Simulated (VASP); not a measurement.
**How uniaxial stress along [001] changes Nb**

Wanted: the elastic response of Nb to uniaxial stress along [001], with a fit that predicts a row left out.

Method: PBEsol; plane waves and PAW (Nb_sv), in the first sound run; inputs show where later runs differ, in VASP 6.6.1.

This is a report of a sequence of runs, with most program output left out.

**1. Set-up**

The structure is cubic, space group Im-3m (No. 229). Conventional cell: a = 3.300 Å, b = 3.300 Å, c = 3.300 Å, α = 90.00°, β = 90.00°, γ = 90.00°. Nearest to Nb lie 8 Nb at 2.86 Å.

As a file:

```cif
data_structure
_symmetry_space_group_name_H-M 'Im-3m'
_symmetry_Int_Tables_number 229
_cell_length_a 3.3000
_cell_length_b 3.3000
_cell_length_c 3.3000
_cell_angle_alpha 90.000
_cell_angle_beta 90.000
_cell_angle_gamma 90.000
_cell_volume 35.94
loop_
_atom_site_label
_atom_site_type_symbol
_atom_site_symmetry_multiplicity
_atom_site_Wyckoff_symbol
_atom_site_fract_x
_atom_site_fract_y
_atom_site_fract_z
_atom_site_occupancy
Nb1 Nb 2 a 0.00000 0.00000 0.00000 1
```

**2. Relax the crystal, PBEsol**

The series starts from the cell that this level prefers, so that zero strain is near zero stress.

This step took 2 runs in a row; the last is shown.

Level: PBEsol; plane waves and PAW (Nb_sv).

INCAR

```
SYSTEM = Nb
PREC = Accurate
ENCUT = 450
EDIFF = 1E-07
NELM = 120
ISMEAR = 1
SIGMA = 0.15
LREAL = .FALSE.
ALGO = Normal
GGA = PS
NBANDS = 12
LASPH = .TRUE.
LORBIT = 11
LWAVE = .FALSE.
LCHARG = .FALSE.
KPAR = 8
IBRION = 2
NSW = 40
ISIF = 3
EDIFFG = -0.005
POTIM = 0.4
```

POSCAR

```
Nb
1.0
   -1.6345591088      1.6345591088      1.6345591088
    1.6345591088     -1.6345591088      1.6345591088
    1.6345591088      1.6345591088     -1.6345591088
Nb
1
Direct
    0.0000000000      0.0000000000      0.0000000000
```

KPOINTS

```
Automatic mesh
0
Gamma
25 25 25
0 0 0
```

Potentials, in the order of the species: Nb_sv (PBE family, release 64).

Command:

```sh
> mpirun -np 8 vasp_std
```

Wall time 12 s (8 MPI ranks of Intel Xeon 6975P-C (Granite Rapids), shared host); peak memory 1.4 GiB.

Read from the output:

* energy(sigma→0) of the program: -10.9500 eV
* stress, compression positive: xx, yy, zz 0.00, 0.00, 0.00 GPa
* volume: 17.460 Å³
* ionic steps: 3

**3. Strain across the axis, PBEsol**

One member in full: the axis is strained by -2 %, and the two directions across it are strained alike until their mean stress is under 0.012 GPa or five steps are spent.

This step took 3 runs, each at a new trial strain with the atoms of the one before; the last is shown.

Level: PBEsol; plane waves and PAW (Nb_sv).

INCAR: that of step 2 with these lines changed.

```diff
@@ -15,7 +15,7 @@
 LCHARG = .FALSE.
-KPAR = 8
-IBRION = 2
-NSW = 40
-ISIF = 3
-EDIFFG = -0.005
-POTIM = 0.4
+KPAR = 2
+IBRION = 1
+NSW = 25
+ISIF = 2
+EDIFFG = -0.004
+POTIM = 0.3
```

POSCAR

```
Nb
1.0
   -1.6461467480      1.6461467480      1.6015982250
    1.6461467480     -1.6461467480      1.6015982250
    1.6461467480      1.6461467480     -1.6015982250
Nb
1
Direct
    0.0000000000      0.0000000000      0.0000000000
```

KPOINTS is that of step 2.

Command:

```sh
> mpirun -np 2 vasp_std
```

Run time: 38 s. Hardware: 2 MPI ranks; peak memory 0.56 GiB.

This run gave:

- energy(sigma→0) of the program: -10.9462 eV
- stress, compression positive: xx, yy, zz 0.00, 0.00, 3.14 GPa
- ionic steps: 1

**4. The table**

The other members went through these steps as far as the tables show, with the same cutoff and, step by step, the same mesh; 21 runs are not shown. The session took 0.50 core hours (wall time by ranks) on a shared machine.

```tsv
strain along the axis (%)	strain across the axis (%)	stress along the axis, tension positive (GPa)	energy above the unstrained row, extrapolated to no smearing (meV/atom)
-2.000	0.726	-3.137	3.802
-1.500	0.539	?	?
-1.000	0.358	-1.610	1.007
-0.500	0.181	-0.800	0.277
0	0.000	-0.006	0.000
0.500	-0.175	0.804	0.142
1.000	-0.342	1.632	0.711
1.500	-0.514	2.440	1.710
2.000	-0.682	3.245	3.154
```

**5. A fit to the known rows**

Fitting a parabola to the 8 known rows (e: strain in %) gives stress = 0.01465 e² + 1.602 e − 0.002864 in GPa; the residuals are 0.012 GPa r.m.s.

At e = -1.5 this predicts -2.373 GPa.

**6. Prediction against calculation**

The calculation gives -2.399 GPa, so the prediction is 0.026 GPa too high, more than twice the residual of the fit.

Slopes at zero strain, from cubics through all rows: strain ratio -0.351, stress over strain 163 GPa.

**7. Outcome**

* error of the predicted stress: 0.026 GPa
* Poisson ratio: 0.351
* Young's modulus along the axis: 163 GPa

**Reading.** As a check, the curvature of the energy gives 158 GPa for the same modulus (energy per volume = E/2 × strain²), 3 % from the slope of the stress; these energies are extrapolated to no smearing, while the stress belongs to the free energy, so part of the difference may come from that. The energy also has a linear term worth 0.13 GPa that the stress column lacks, a mark of the finite basis or of the smearing. These are static values: temperature and zero-point motion are left out. In a metal the slopes also depend on mesh and smearing, which were held through the series.

[Lines on the potential files, build, host, timing and source positions are cut from VASP's logs without a mark.]

[Logs are printed without paths, hosts, clocks, repeated set-up lines and the standing remarks that a program may print on its own settings, such as how far it seeks lower states.]

[Hosts, paths, dates, database ids (printed as entryN), source tags and the programs' standing remarks are cut or masked in the printed files.]

[In band tables of VASP the shares of atoms and orbitals are scaled to a sum of 1 inside the atoms' spheres.]
